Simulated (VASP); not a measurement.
An input for Quantum ESPRESSO's pw.x (written as the equivalent of a VASP run, and not itself run):

```
&CONTROL
  calculation = 'vc-relax'
  pseudo_dir = './pseudo'
  outdir = './out'
  tprnfor = .true.
  tstress = .true.
  nstep = 60
  forc_conv_thr = 0.00078
/
&SYSTEM
  ibrav = 0
  nat = 3
  ntyp = 2
  ecutwfc = 84
  occupations = 'smearing'
  smearing = 'gaussian'
  degauss = 0.003675
  input_dft = 'vdw-df-obk8'
/
&ELECTRONS
  conv_thr = 7.3e-08
  electron_maxstep = 100
/
&IONS
/
&CELL
/
ATOMIC_SPECIES
  Pb 207.200 Pb.upf
  F 18.998 F.upf
CELL_PARAMETERS angstrom
     0.0000000    2.9722291    2.9722291
     2.9722291    0.0000000    2.9722291
     2.9722291    2.9722291   -0.0000000
ATOMIC_POSITIONS crystal
  Pb   0.0000000  0.0000000  0.0000000
  F    0.2500000  0.2500000  0.2500000
  F    0.7500000  0.7500000  0.7500000
K_POINTS automatic
  6 6 6 0 0 0
```

**Question.** Write the VASP files for the same calculation (optB88-vdW).

**Answer.** This is not unique; one that fits is 
### POSCAR
```
PbF2
1.0
  0.0000000000   2.9722291306   2.9722291306
  2.9722291306   0.0000000000   2.9722291306
  2.9722291306   2.9722291306   0.0000000000
Pb F
1 2
Cart
  0.0000000000   0.0000000000   0.0000000000
  1.4861145653   1.4861145653   1.4861145653
  4.4583436959   4.4583436959   4.4583436959
```

**KPOINTS**
```
Automatic
0
G
6 6 6
```

### INCAR
```
! general
SYSTEM    =  PbF2
PREC      =  Accurate
ENCUT     =  520
LREAL     =  .FALSE.   ! projection in real space or not
LASPH     =  .TRUE.   ! aspherical one-centre terms

! electronic loop
EDIFF     =  1E-6
NELM      =  100   ! most electronic steps
ALGO      =  Normal
LMAXMIX   =  4   ! l cut-off of mixed one-centre charges

! smearing
ISMEAR    =  0   ! Gaussian
SIGMA     =  0.05

! functional
GGA       =  BO
LUSE_VDW  =  .TRUE.
AGGAC     =  0.0
PARAM1    =  0.1833333333
PARAM2    =  0.22

! ions
IBRION    =  2   ! conjugate gradients
NSW       =  60
ISIF      =  3
EDIFFG    =  -0.02   ! ionic stop

! output
LWAVE     =  .FALSE.
LCHARG    =  .FALSE.
```

POTCAR, in this order: Pb_d F (PBE.64 set). Program: vasp_std.

Limits of the translation: the potentials are each code's own (VASP's PAW set, PseudoDojo norm-conserving files in pw.x), so ENCUT and ecutwfc are chosen apart and not converted; conv_thr bounds pw.x's estimated SCF error, while EDIFF bounds the energy change between steps; forc_conv_thr acts on force components and is met together with etot_conv_thr.

The compound is PbF2 in the fluorite structure, the β form. It was relaxed first. The start is the result of an earlier pass.
